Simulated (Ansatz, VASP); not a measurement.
## MoN2 in VASP and in Ansatz

```
CELL_PARAMETERS angstrom
0.00000 2.45930 2.45930
2.45930 0.00000 2.45930
2.45930 2.45930 0.00000
ATOMIC_POSITIONS crystal
Mo 0.00000 0.00000 0.00000
N 0.25000 0.25000 0.25000
N 0.75000 0.75000 0.75000
```

Alike in both runs: task electric field gradients; functional PBE; k mesh 12 × 12 × 12; occupations fermi-dirac, width 0.05 eV; no spin polarisation.

```csv
,VASP,Ansatz
version,VASP 6.6.1,Ansatz 0.2.0
potentials or method,"VASP PAW PBE potentials, release 64 (Mo_sv, N), cutoff 520 eV","all-electron PAW with datasets made for the crystal, scalar-relativistic"
```

Ansatz gave:

```
pressure (GPa)                                                 : 0.0
Vzz of the field gradient on the site that differs most (V/Å²) : 0.0
```

Problem. Estimate VASP's values.

Solution. Pressure (GPa): 0.3; Vzz of the field gradient on the site that differs most (V/Å²): 0.0.

Ansatz ran all-electron here, so the differences hold the error of VASP's frozen core and of both bases. Ansatz warned: «gradients_without_spin_orbit».
